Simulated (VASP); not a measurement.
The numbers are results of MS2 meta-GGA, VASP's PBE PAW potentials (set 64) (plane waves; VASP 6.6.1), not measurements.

A VASP calculation is set up with these files.

INCAR:
```
! general
SYSTEM  = Ru
PREC    = Accurate
ENCUT   = 520
LREAL   = .FALSE.
LASPH   = .TRUE.

! electronic loop
EDIFF   = 1E-7
NELM    = 100
ALGO    = Normal
LMAXMIX = 4
LMIXTAU = .TRUE.

! smearing
ISMEAR  = -5

! functional
METAGGA = MS2

! ions
ISIF    = 2

! output
LWAVE   = .FALSE.
LCHARG  = .FALSE.
LORBIT  = 11
NEDOS   = 601
```

POSCAR:
```
Ru
1
    1.3510894673    -2.3401557574    -0.0000000000
    1.3510894673     2.3401557574     0.0000000000
   -0.0000000000    -0.0000000000     4.2578861612
Ru
2
Direct
  0.3333330000   0.6666670000   0.2500000000
  0.6666670000   0.3333330000   0.7500000000
```

KPOINTS_OPT:
```
k-points along high-symmetry lines
6
Line-mode
Reciprocal
  0.000000   0.000000   0.000000 ! GAMMA
 -0.000000   0.500000   0.000000 ! M

 -0.000000   0.500000   0.000000 ! M
 -0.333333   0.666667   0.000000 ! K

 -0.333333   0.666667   0.000000 ! K
  0.000000   0.000000   0.000000 ! GAMMA

  0.000000   0.000000   0.000000 ! GAMMA
  0.000000   0.000000   0.500000 ! A

  0.000000   0.000000   0.500000 ! A
 -0.000000   0.500000   0.500000 ! L

 -0.000000   0.500000   0.500000 ! L
 -0.333333   0.666667   0.500000 ! H

 -0.333333   0.666667   0.500000 ! H
  0.000000   0.000000   0.500000 ! A

 -0.000000   0.500000   0.500000 ! L
 -0.000000   0.500000   0.000000 ! M

 -0.333333   0.666667   0.500000 ! H
 -0.333333   0.666667   0.000000 ! K
```

KPOINTS:
```
kpoints
0
gamma
 17 17 10
0 0 0
```

POTCAR, in this order: Ru_pv (PBE.64 set). Program: vasp_std.

Output of the run:

**OSZICAR**
```
       N       E                     dE             d eps       ncg     rms          rms(c)
DAV:   1     0.256458804863E+03    0.25646E+03   -0.16880E+04  7128   0.164E+03
DAV:   2    -0.449208723786E+02   -0.30138E+03   -0.29639E+03  7546   0.486E+02
DAV:   3    -0.524234140145E+02   -0.75025E+01   -0.72528E+01  7650   0.820E+01
DAV:   4    -0.525359111777E+02   -0.11250E+00   -0.11209E+00  9082   0.793E+00
DAV:   5    -0.525374911585E+02   -0.15800E-02   -0.15810E-02  8072   0.853E-01    0.512E+01
DAV:   6    -0.149665075933E+02    0.37571E+02   -0.84055E+01  7160   0.103E+02    0.115E+01
DAV:   7    -0.157554090508E+02   -0.78890E+00   -0.26541E+00  7228   0.191E+01    0.689E+00
DAV:   8    -0.157573499417E+02   -0.19409E-02   -0.36704E-02  8792   0.186E+00    0.483E+00
DAV:   9    -0.157122251752E+02    0.45125E-01   -0.28666E-01  7224   0.665E+00    0.692E-01
DAV:  10    -0.157083498914E+02    0.38753E-02   -0.56399E-02  7248   0.317E+00    0.153E-01
DAV:  11    -0.157073339497E+02    0.10159E-02   -0.19596E-03  8504   0.632E-01    0.136E-01
DAV:  12    -0.157060476898E+02    0.12863E-02   -0.10893E-03  7248   0.486E-01    0.361E-02
DAV:  13    -0.157061280400E+02   -0.80350E-04   -0.98924E-05  7674   0.116E-01    0.623E-02
DAV:  14    -0.157060058651E+02    0.12217E-03   -0.19372E-04  7296   0.168E-01    0.792E-03
DAV:  15    -0.157060241087E+02   -0.18244E-04   -0.36956E-06  8306   0.242E-02    0.281E-03
DAV:  16    -0.157060206158E+02    0.34930E-05   -0.23594E-07  6086   0.588E-03    0.177E-03
DAV:  17    -0.157060226257E+02   -0.20100E-05   -0.10757E-07  3810   0.494E-03    0.326E-04
DAV:  18    -0.157060202454E+02    0.23803E-05   -0.17872E-08  3694   0.149E-03    0.329E-04
DAV:  19    -0.157060211043E+02   -0.85890E-06   -0.37368E-09  3648   0.663E-04    0.727E-05
DAV:  20    -0.157060206812E+02    0.42310E-06   -0.70892E-10  3648   0.188E-04    0.894E-05
DAV:  21    -0.157060207168E+02   -0.35579E-07   -0.37794E-10  3638   0.187E-04
   1 F= -.15706021E+02 E0= -.15706021E+02  d E =0.000000E+00
       N       E                     dE             ncg
```

### OUTCAR
```
------------------------ aborting loop because EDIFF is reached ----------------------------------------
  FORCE on cell =-STRESS in cart. coord.  units (eV):
  Direction    XX          YY          ZZ          XY          YZ          ZX
  --------------------------------------------------------------------------------------
  Total       -0.0497967     -0.0497967      0.0709223      0.0000000      0.0000000      0.0000000
  in kB       -2.9631817     -2.9631820      4.2202747      0.0000000      0.0000000      0.0000000
  external PRESSURE =      -0.5686963 kB  Pullay stress =       0.0000000 kB
  volume of cell :       26.92
      direct lattice vectors                 reciprocal lattice vectors
     1.351089467 -2.340155757  0.000000000     0.370071718 -0.213660992  0.000000000
     1.351089467  2.340155757  0.000000000     0.370071718  0.213660992  0.000000000
     0.000000000  0.000000000  4.257886161     0.000000000  0.000000000  0.234858322
 POSITION                                       TOTAL-FORCE (eV/Angst)
 -----------------------------------------------------------------------------------
      1.35109      0.78005      1.06447         0.000000      0.000000      0.000000
      1.35109     -0.78005      3.19341         0.000000     -0.000000      0.000000
 -----------------------------------------------------------------------------------
    total drift:                                0.000000      0.000495     -0.000045
  FREE ENERGIE OF THE ION-ELECTRON SYSTEM (eV)
  ---------------------------------------------------
  free  energy   TOTEN  =       -15.7060207168 eV

  energy  without entropy=      -15.7060207168  energy(sigma->0) =      -15.70602072

 total charge

# of ion       s       p       d       tot
------------------------------------------
    1        0.497   6.331   5.916  12.744
    2        0.497   6.331   5.916  12.744
--------------------------------------------------
tot          0.994  12.662  11.832  25.488
```
(Selected blocks of OUTCAR.)

### OUTCAR
```
 val. band max:       13.1186831056   @ k =   0.4118   0.0588   0.3000

 cond. band min:      12.8994390921   @ k =   0.2353   0.2353   0.0000


 Fermi energy:        12.9498177392

 k-point     1 :       0.0000    0.0000    0.0000
  band No.  band energies     occupation
      1     -31.6377      2.00000
      2     -30.6910      2.00000
      3     -30.6909      2.00000
      4     -30.5131      2.00000
      5     -30.5131      2.00000
      6     -30.4579      2.00000
      7       4.7009      2.00000
      8       6.5496      2.00000
      9      10.2687      2.00000
     10      10.2689      2.00000
     11      10.5254      2.00000
     12      10.9843      2.00000
     13      10.9845      2.00000
     14      11.4688      2.00000
     15      11.4689      2.00000
     16      14.1328     -0.89119
     17      14.1479      0.00000
     18      14.1479      0.00000

 k-point     2 :       0.0588    0.0000    0.0000
  band No.  band energies     occupation
      1     -31.6256      2.00000
      2     -30.7164      2.00000
      3     -30.6996      2.00000
      4     -30.5398      2.00000
      5     -30.5165      2.00000
      6     -30.4636      2.00000
      7       4.8314      2.00000
      8       6.6500      2.00000
      9      10.0114      2.00000
     10      10.3760      2.00000
     11      10.7490      2.00000
     12      10.9272      2.00000
     13      11.0829      2.00000
     14      11.3397      2.00000
     15      11.3863      2.00000
     16      12.9488      1.51935
     17      14.2001      0.00000
     18      15.5089      0.00000

 k-point     3 :       0.1176    0.0000    0.0000
  band No.  band energies     occupation
      1     -31.5901      2.00000
      2     -30.7893      2.00000
      3     -30.7241      2.00000
      4     -30.6153      2.00000
      5     -30.5266      2.00000
      6     -30.4809      2.00000
      7       5.2071      2.00000
      8       6.9215      2.00000
      9       9.6263      2.00000
...
```

For a metal the tetrahedron method with Blöchl corrections gives inexact stress and forces.

The compound is Ru in the hcp structure. It was relaxed first.
